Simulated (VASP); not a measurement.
Input:

```xyz
5
Lattice="2.3186 -4.0160 0.0000 2.3186 4.0160 0.0000 0.0000 0.0000 7.3099" Properties=species:S:1:pos:R:3 pbc="T T T"
Mg     2.3186    -4.0160     0.0000
Mg     2.3186     1.3387     4.6321
Mg     2.3186    -1.3387     2.6779
Sb     2.3186     1.3387     1.6584
Sb     2.3186    -1.3387     5.6516
```

These are revPBE GGA, VASP's PBE PAW potentials (set 64) (plane waves; VASP) values and carry that method's errors. Settings: 520 eV cut-off, 6×6×4 Γ-centred mesh, tetrahedra with Blöchl corrections, potentials Mg Sb.

**Question.** Estimate the energy per atom (σ→0).

**Answer.** 
```
Property                                Value
---------------------  ----------------------
energy per atom (σ→0)  -262.1 kJ/mol of atoms
```

The absolute energy has meaning only against runs of the same code, potentials and settings.

The compound is Mg3Sb2 in the a-la2o3 structure. It was relaxed first.
